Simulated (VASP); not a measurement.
Input of a VASP 6.6.1 run:

File INCAR:

```
PREC     = Accurate       # precision mode
ENCUT    = 520            # plane-wave cutoff, eV
EDIFF    = 1E-6           # SCF threshold, eV
ISMEAR   = -1             # smearing method
SIGMA    = 0.1            # smearing width, eV
LREAL    = F              # projectors in reciprocal space
LASPH    = T              # aspherical terms in the spheres
NELM     = 100            # most SCF steps
ALGO     = Fast           # electronic algorithm
ISIF     = 2              # what is computed and relaxed
LWAVE    = F              # write WAVECAR
LCHARG   = T              # write CHGCAR
LELF     = T              # ELF
LVHAR    = T            
NBANDS   = 22             # bands
```

Contents of KPOINTS:

```
regular mesh
0
Gamma
  6 6 6
```

Contents of POSCAR:

```
CeBS2
1.0
    3.8209214700      0.0000000000      0.0000000000
   -1.9104602300      3.3090167600      0.0000000000
    0.0000000000     -2.2060074500      6.4976678700
Ce B S
1 1 2
Direct
    0.5000000000      0.0000000000      0.5000000000
    0.0000000000      0.0000000000      0.0000000000
    0.2414600000      0.4829200000      0.7243800000
    0.7585400000      0.5170800000      0.2756200000
```

Potentials or basis: VASP PAW LDA potentials, release 64 (Ce, B, S).

Run with:

```console
$ cat potpaw_LDA.64/Ce/POTCAR potpaw_LDA.64/B/POTCAR potpaw_LDA.64/S/POTCAR > POTCAR
$ mpirun -np 1 vasp_std > vasp.out
```

(1) Predict the pressure.

(2) What does it give for the band gap on the k mesh?

(3) Estimate the largest force.

## Answers

(1) 5.2 GPa.

(2) none (metal or under the smearing width).

(3) 1.629 eV/Å.

Caveat: the run has no spin polarisation, though such a crystal can be magnetic; without U or exact exchange the open f shell lies at the Fermi level, which spoils levels, moments and volumes; forces of over 1 eV/Å show positions far from the minimum, so gaps and moduli don't describe the material at rest.
